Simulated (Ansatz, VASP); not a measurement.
# BiAs in two plane-wave programs

Aim: how closely do two programs agree when they are given the same cell, functional and k mesh? The cell is generated by rule, not measured, and may not be a known phase. The two relaxations start from unlike cells of this crystal (the structure described is Ansatz's start), so only their ends are compared.

Program: Ansatz 0.2.0. Level of theory: plane waves, with VASP 6.6.1 beside it; PBEsol. Results are calculated unless marked as measured.

The structure was built from a prototype and need not be the compound's stable phase.

### 1. Starting point

It takes space group P4/nmm (No. 129, tetragonal). The conventional cell has a = 5.132 Å, b = 5.132 Å, c = 3.629 Å, α = 90.00°, β = 90.00°, γ = 90.00°. Nearest to Bi lie 8 As at 2.97 to 3.34 Å. Nearest to As lie 8 Bi at 2.97 to 3.34 Å. Farther neighbours are not listed.

### 2. Ansatz: relaxation of cell and atoms, PBEsol

Ansatz runs on its default PAW (the set named soft_2) files.

The relaxed volume is the usual yardstick between codes: in a stiff, nearly cubic crystal its relative difference is about their pressure difference at one cell divided by the bulk modulus.

input.yaml reads:

```yaml
crystal:
  lattice:
    - [-3.6289249598, 0.0, 0.0]
    - [0.0, -3.6289249598, -3.6289249598]
    - [0.0, -3.6289249598, 3.6289249598]
  atoms:
    - { symbol: Bi, position: [1.0, 0.0, 0.0] }
    - { symbol: Bi, position: [1.0, 0.5, 0.5] }
    - { symbol: As, position: [0.588180385, 0.0, 0.5] }
    - { symbol: As, position: [0.411819615, 0.5, 0.0] }
kpoints:
  mp_grid: { grid: [10, 8, 8] }
hamiltonian:
  xc: pbesol
scf:
  occupations: { method: methfessel_paxton, width: 0.15 }
output:
  forces: true
  stress: true
  eigenvalues: true
relax:
  adjacent_minimum: "off"
  f_tol: 0.002
  max_steps: 120
  cell: { stress_tol: 0.03 }
```

Run with:

```bash
$ ansatz run input.yaml --threads 4 --pin off --max-ram 7168MiB --backend cpu --events-out ev --progress --plain --runs-dir out
```

Numbers of over 12 decimals in the logs are rounded to 6 here.

The log of the run:

```text
Engine: ansatz 0.2.0, aarch64-unknown-linux-gnu
Pseudopotentials: kind: paw
Pseudopotential: Bi, paw, valence charge 15, recommended cutoff 420 eV (normal), Bi.paw.azcp
Pseudopotential: As, paw, valence charge 15, recommended cutoff 420 eV (normal), As.paw.azcp
Functional definition: PBEsol
  exchange = pbesol_x
  correlation = pbesol_c
Crystal: 4 atoms, lattice volume = 95.579 Å³
Basis set: ecut = 420 eV, 1877 PW (Γ), exchange–correlation on 50×72×72 points (8 copies of the dense FFT grid, shifted against one another)
Bands: 36, of which v1, the nominal top of the filled ones, is band 30 counted from 1 (29 counted from 0)
Symmetry: 16 space group operations
Space group: P4/nmm (ITA 129), of the structure as read, at distance tolerance 4.6e-5 Å
k-points: 90 of 640
Non-local potential: Bi, projectors of the file, l = 0: 2, l = 1: 2, l = 2: 2, l = 3: 2
Non-local potential: As, projectors of the file, l = 0: 2, l = 1: 2, l = 2: 3, l = 3: 1
PAW form: soft (Blöchl's): semilocal exchange-correlation on the pseudo side does not see the compensation charge
PAW frozen core: Bi, regenerated for the run's functional, and the local potential with it (the file was generated under x = pbe(κ = 0.804, μ = 0.219515), c = pbe(β = 0.066725))
PAW frozen core: As, regenerated for the run's functional, and the local potential with it (the file was generated under x = pbe(κ = 0.804, μ = 0.219515), c = pbe(β = 0.066725))
PAW one-centre angular grid: Bi, 590 points (default); XC on 64 Gauss nodes
PAW one-centre angular grid: As, 590 points (default); XC on 64 Gauss nodes
Initial density: superposition of atomic densities (neutral atoms: chi_scale 0, normalization atom), corrected by the library's trained network
Initial wavefunctions: pseudopotential atomic-orbital guess
Functional: x = pbesol(κ = 0.804, μ = 0.123457), c = pbesol(β = 0.046)
SCF iter   1: F=—  HF=-34109.315384 eV  |F-HF|=—  |Δ(HF+E_count)|=         —  Δρ=3.41e-3  dr2=2.08e-2  ethr=1.77e-3  ⟨swp⟩=6.8  Hψ=12931  notcnv=0
preconditioner: auto → Kerker (q_TF=auto, 2.525 Å⁻¹)  [metal: Δε(μ)=0.009 eV  Ē_g=17.066 eV  σ=0.150 eV  W_gap=0.05  n_scr=30 (ndim 8)  ℏωp=24.0 eV  f_vac=0.000  D(μ)=2.68/eV (n_scr^D=18)]
SCF iter   2: F=—  HF=-34109.309558 eV  |F-HF|=—  |Δ(HF+E_count)|=   5.83e-3  S|Δr|=    0.00e0  Δρ=1.90e-3  dr2=5.30e-3  ethr=3.46e-5  ⟨swp⟩=1.5  Hψ=5106  notcnv=0
SCF iter   3: F=—  HF=-34109.308443 eV  |F-HF|=—  |Δ(HF+E_count)|=   1.12e-3  S|Δr|=    0.00e0  Δρ=5.52e-4  dr2=4.66e-4  ethr=8.84e-6  ⟨swp⟩=2.7  Hψ=5808  notcnv=0
SCF iter   4: F=—  HF=-34109.308318 eV  |F-HF|=—  |Δ(HF+E_count)|=   1.24e-4  S|Δr|=    0.00e0  Δρ=2.27e-4  dr2=3.61e-5  ethr=7.77e-7  ⟨swp⟩=2.0  Hψ=5834  notcnv=0
SCF iter   5: F=—  HF=-34109.308284 eV  |F-HF|=—  |Δ(HF+E_count)|=   3.46e-5  S|Δr|=    0.00e0  Δρ=5.97e-5  dr2=2.31e-6  ethr=6.01e-8  ⟨swp⟩=2.0  Hψ=4921  notcnv=0
SCF iter   6: F=—  HF=-34109.308283 eV  |F-HF|=—  |Δ(HF+E_count)|=   9.21e-7  S|Δr|=    0.00e0  Δρ=2.56e-5  dr2=4.56e-7  ethr=3.85e-9  ⟨swp⟩=2.0  Hψ=5775  notcnv=0
SCF iter   7: F=-34109.308283 eV  HF=-34109.308283 eV  |F-HF|=1.75e-8  |Δ(HF+E_count)|=   1.59e-9  S|Δr|=    0.00e0  Δρ=6.42e-6  dr2=3.02e-8  ethr=1.67e-10  ⟨swp⟩=8.3  Hψ=14507  notcnv=0
SCF 1 converged in 7 iterations: F = -34109.308283 eV  dr2 = 3.02e-8
  greatest PAW one-centre occupation: 0.999 electrons in one spin orbital (limit 2), on the As atom at site 3 (counted from 0), in its partial waves of l = 2
relax step   1: F+E_penalty+E_count = -34109.30828262 eV  Δ(F+E_penalty+E_count) = +0.000e0 eV  max|allowed force component| = 7.062e-2 eV/Å  Δτ_max = 0.0000 Å  P = +2.483 GPa  Ω = 95.579 Å³  (7 SCF iters, dr2 threshold 1.00e-7 eV, accepted)
[...]
relax step   5: F+E_penalty+E_count = -34109.37193470 eV  Δ(F+E_penalty+E_count) = -4.520e-4 eV  max|allowed force component| = 5.096e-3 eV/Å  Δτ_max = 0.0052 Å  P = +0.102 GPa  Ω = 101.636 Å³  energy of the carried Pulay correction = -1.181e-3 eV  (4 SCF iters, dr2 threshold 2.66e-7 eV, accepted)
[...]
relax step   6: F+E_penalty+E_count = -34109.37200008 eV  Δ(F+E_penalty+E_count) = -6.538e-5 eV  max|allowed force component| = 4.186e-4 eV/Å  Δτ_max = 0.0023 Å  P = +0.002 GPa  Ω = 101.889 Å³  energy of the carried Pulay correction = -1.229e-3 eV  (5 SCF iters, dr2 threshold 5.54e-8 eV, accepted)
[...]
relax step   7: F+E_penalty+E_count = -34109.37329918 eV  Δ(F+E_penalty+E_count) = -1.299e-3 eV  max|allowed force component| = 4.421e-4 eV/Å  Δτ_max = 0.0000 Å  P = +0.004 GPa  Ω = 101.889 Å³  stress off target by 1.61e-2 GPa  SCF on the basis re-selected at this cell (its energy is not comparable with the rows above)  (6 SCF iters)
basis re-selected at this cell: Δ(F+E_penalty+E_count) = -1.299e-3 eV, ΔP = +0.003 GPa vs the last step (what re-selecting the basis moved, of the pressure what is left beyond the Pulay correction that the steps carried, after the strain that the cell walked since its last selection, with what the two solves' SCF thresholds leave and, on support functions, any second-order correction that the steps lacked; it is no measure of the basis error at this ecutwfc). The dense FFT grid was sized anew with the basis: this SCF ran on 27×36×36 points, the steps before it on 25×36×36, so part of this shift can come from that change (see relax.cell in the input reference). [rest of the remark cut]
SCF converged after 6 iterations
Stability not checked: this state was not tested for a lower state beside it, because cold or Methfessel-Paxton smearing, or corrected tetrahedra, fill the levels in a way that the test cannot read (fill_not_monotonic; see scf.lower_state_search)
Free energy (F): -34109.373299 eV
Harris-Foulkes:  -34109.373299 eV  (|F-HF|=1.46e-11)
Internal energy: -34109.371300 eV  (E = F + TS)
E sigma→0 (E₀):  -34109.372799 eV
Entropy (-TS):   -0.001999 eV (-0.500 meV/atom)
Fermi energy:    11.686636 eV
--- Per-component energies (eV) ---
  E_band       = -598.384307
  E_kinetic    = 809.969971
  E_local      = -6028.852000  (includes V_loc(G=0)·N_el)
  E_nonlocal   = -212.313084
  E_hartree    = 2694.790177
  E_xc         = -458.964700
  E_vxc        = -447.853927  (∫ρ·V_xc dr)
  E_paw        = -24602.686827  (= ΣΔE_a)
  E_vpaw       = -108.914659  (= ΣTr[D̂ρ^β])
  E_aug_tail   = -0.000889  (compensation charges beyond the density's cutoff)
  E_ewald      = -6313.426308
  E_core_change = 2.112362  (= ΣΔE_core)
  E_smearing   = -0.001999  (= −TS)
  E_closure    = 0.000000  (closes the sum)
  Σ components = -34109.373299   (vs F -34109.373299, Δ=0.00e0)
--- Forces (eV/Å), atoms counted from 1 ---
  atom   1  Bi     0.00000000     0.00000000     0.00000000
  atom   2  Bi    -0.00000000    -0.00000000    -0.00000000
  atom   3  As    -0.00044213    -0.00000000     0.00000000
  atom   4  As     0.00044213     0.00000000    -0.00000000
  max |Σ_I F_I| component: 7.16e-18 eV/Å
--- Stress (GPa, compression-positive) ---
        0.016114      -0.000000       0.000000
       -0.000000      -0.001564       0.000000
        0.000000       0.000000      -0.001564
  P = ⅓ Tr σ = 0.0043 GPa (0.043 kbar)
--- Band table (eV; the first three rows and the last of 90) ---
  k-point 0: bands = [... 26 lower, 9.5355, 9.5355, 9.9353, 11.4443, 13.9160, 14.3495, 15.3841, 15.3841, ... 2 higher]
  k-point 1: bands = [... 26 lower, 9.2951, 9.6639, 10.0091, 11.6177, 13.7225, 14.0319, 15.4018, 15.4339, ... 2 higher]
  k-point 2: bands = [... 26 lower, 8.7121, 9.9476, 10.2157, 12.0869, 13.1345, 13.4321, 15.2371, 15.2527, ... 2 higher]
  k-point 89: bands = [... 26 lower, 6.3523, 6.3523, 12.6034, 12.6034, 14.2804, 14.2804, 15.1929, 15.1929, ... 2 higher]
--- Relaxed structure (6 steps of the walk, 6 accepted, 1 SCFs on fresh bases) ---
  F+E_penalty+E_count = -34109.37329918 eV   max|allowed force component| = 4.421e-4 eV/Å   (the final SCF, on the basis selected at the relaxed cell)
  cell:  # Å, volume = 101.8885 Å³
    - [-3.822951, 0, 0]
    - [0, -3.650466, -3.650466]
    - [0, -3.650466, 3.650466]
  atoms:
    - { symbol: Bi, position: [1.0, 0, 0] }
    - { symbol: Bi, position: [1.0, 0.5, 0.5] }
    - { symbol: As, position: [0.623443, 0.0, 0.5] }
    - { symbol: As, position: [0.376557, 0.5, 0.0] }
```

The column dr2 measures how far the density is from self-consistency, as an energy; F and HF (Harris–Foulkes) agree once it is small.

### 3. VASP: relaxation of cell and atoms, PBEsol

Its own start cell and the same functional, mesh and smearing now go to VASP, with its own data sets.

Lines of VASP's logs that name or quote its potential files are left out, and so is its time.

INCAR reads:

```
SYSTEM = BiAs
PREC = Accurate
ENCUT = 500
EDIFF = 1E-07
NELM = 120
ISMEAR = 1
SIGMA = 0.15
LREAL = .FALSE.
ALGO = Normal
GGA = PS
NBANDS = 26
LORBIT = 11
LWAVE = .FALSE.
LCHARG = .FALSE.
ISIF = 3
IBRION = 2
NSW = 80
EDIFFG = -0.005
LASPH = .TRUE.
GGA_COMPAT = .FALSE.
NELMIN = 4
KPAR = 2
```

POSCAR reads:

```
BiAs
1.0
   -3.8249533019      0.0000000000      0.0000000000
    0.0000000000     -3.6517421023     -3.6517421023
    0.0000000000     -3.6517421023      3.6517421023
Bi As
2 2
Direct
    0.0000000000      0.0000000000      0.0000000000
    0.0000000000      0.5000000000      0.5000000000
    0.6231021901      0.0000000000      0.4999998622
    0.3768975343      0.4999998622      0.0000000000
```

KPOINTS reads:

```
Automatic mesh
0
Gamma
10 8 8
0 0 0
```

The projector-augmented-wave data sets are Bi_d and As (PBE family, release 64).

Run with:

```bash
$ mpirun -np 2 vasp_std
```

The log of the run:

```text
[banner, memory and clock lines left out]
running    2 mpi-ranks, on    1 nodes
 distrk:  each k-point on    1 cores,    2 groups
 distr:  one band on    1 cores,    1 groups

 POSCAR found type information on POSCAR BiAs
 POSCAR found :  2 types and       4 ions
|                                                                             |
|               ----> ADVICE to this user running VASP <----                  |
|                                                                             |
|     You enforced a specific xc type in the INCAR file but a different       |
|     [... a line on the potential file left out ...]
|     I HOPE YOU KNOW WHAT YOU ARE DOING!                                     |
|                                                                             |

 LDA part: xc-table for (Slater+PW92), standard interpolation
 POSCAR, INCAR and KPOINTS ok, starting setup
 FFT: planning ... GRIDC
 FFT: planning ... GRID_SOFT
 FFT: planning ... GRID
 WAVECAR not read
 entering main loop
       N       E                     dE             d eps       ncg     rms          rms(c)
DAV:   1     0.376152123292E+03    0.37615E+03   -0.19319E+04  4680   0.163E+03
DAV:   2     0.180971024146E+02   -0.35806E+03   -0.35203E+03  4868   0.429E+02
DAV:   3    -0.170329457264E+02   -0.35130E+02   -0.34484E+02  5858   0.146E+02
DAV:   4    -0.183851990268E+02   -0.13523E+01   -0.13390E+01  5228   0.293E+01
DAV:   5    -0.184424651128E+02   -0.57266E-01   -0.57211E-01  6756   0.605E+00    0.308E+00
DAV:   6    -0.181530038589E+02    0.28946E+00   -0.93174E-01  5816   0.550E+00    0.162E+00
DAV:   7    -0.181556069202E+02   -0.26031E-02   -0.13202E-01  5166   0.149E+00    0.812E-01
DAV:   8    -0.181523615060E+02    0.32454E-02   -0.14690E-02  5224   0.834E-01    0.159E-01
DAV:   9    -0.181516164325E+02    0.74507E-03   -0.39660E-03  5258   0.373E-01    0.601E-02
DAV:  10    -0.181516593354E+02   -0.42903E-04   -0.45623E-04  5056   0.953E-02    0.462E-02
DAV:  11    -0.181516618536E+02   -0.25183E-05   -0.96349E-05  6176   0.716E-02    0.152E-02
DAV:  12    -0.181516566097E+02    0.52440E-05   -0.13942E-05  5250   0.244E-02    0.859E-03
DAV:  13    -0.181516556084E+02    0.10013E-05   -0.14929E-06  4510   0.815E-03    0.422E-03
DAV:  14    -0.181516554246E+02    0.18377E-06   -0.83464E-07  4876   0.738E-03    0.196E-03
DAV:  15    -0.181516553937E+02    0.30894E-07   -0.64220E-07  4094   0.504E-03
   1 F= -.18151655E+02 E0= -.18150966E+02  d E =-.181517E+02
 curvature:   0.00 expect dE= 0.000E+00 dE for cont linesearch  0.000E+00
 trial: gam= 0.00000 g(F)=  0.414E-06 g(S)=  0.208E-04 ort = 0.000E+00 (trialstep = 0.100E+01)
 search vector abs. value=  0.212E-04
 bond charge predicted
       N       E                     dE             d eps       ncg     rms          rms(c)
DAV:   1    -0.181519337942E+02   -0.27837E-03   -0.80952E-03  5664   0.114E+00    0.866E-02
DAV:   2    -0.181517031261E+02    0.23067E-03   -0.44741E-04  5600   0.282E-01    0.367E-02
DAV:   3    -0.181516572039E+02    0.45922E-04   -0.21278E-04  5822   0.176E-01    0.502E-03
DAV:   4    -0.181516585697E+02   -0.13658E-05   -0.65607E-06  5134   0.216E-02    0.307E-03
DAV:   5    -0.181516596715E+02   -0.11018E-05   -0.57335E-07  4382   0.574E-03    0.123E-03
DAV:   6    -0.181516602095E+02   -0.53802E-06   -0.17652E-07  3360   0.375E-03    0.436E-04
DAV:   7    -0.181516601181E+02    0.91417E-07   -0.45756E-08  2378   0.222E-03
   2 F= -.18151660E+02 E0= -.18150979E+02  d E =-.472440E-05
 trial-energy change:   -0.000005  1 .order   -0.000005   -0.000021    0.000011
 step:   0.6491(harm=  0.6491)  dis= 0.00006  next Energy=   -18.151662 (dE=-0.689E-05)
 bond charge predicted
       N       E                     dE             d eps       ncg     rms          rms(c)
DAV:   1    -0.181516960067E+02   -0.35797E-04   -0.99416E-04  5656   0.399E-01    0.303E-02
DAV:   2    -0.181516686160E+02    0.27391E-04   -0.54933E-05  5596   0.989E-02    0.129E-02
DAV:   3    -0.181516626081E+02    0.60078E-05   -0.26142E-05  5820   0.618E-02    0.176E-03
DAV:   4    -0.181516624095E+02    0.19865E-06   -0.80737E-07  5120   0.760E-03    0.108E-03
DAV:   5    -0.181516621148E+02    0.29473E-06   -0.58825E-08  2372   0.205E-03    0.409E-04
DAV:   6    -0.181516619364E+02    0.17837E-06   -0.35222E-08  2360   0.173E-03    0.146E-04
DAV:   7    -0.181516619550E+02   -0.18575E-07   -0.74588E-09  2358   0.976E-04
   3 F= -.18151662E+02 E0= -.18150978E+02  d E =-.656126E-05
 curvature:  -0.32 expect dE=-0.608E-06 dE for cont linesearch -0.551E-08
 trial: gam= 0.05993 g(F)=  0.184E-05 g(S)=  0.351E-07 ort = 0.600E-06 (trialstep = 0.930E+00)
 search vector abs. value=  0.202E-05
 reached required accuracy - stopping structural energy minimisation
```

(Part 1 of 2 ends here.)

[Lines on the potential files, build, host, timing and source positions are cut from VASP's logs without a mark.]

[Logs are printed without paths, hosts, clocks, repeated set-up lines and the standing remarks that a program may print on its own settings, such as how far it seeks lower states.]

[Hosts, paths, dates, database ids (printed as entryN), source tags and the programs' standing remarks are cut or masked in the printed files.]
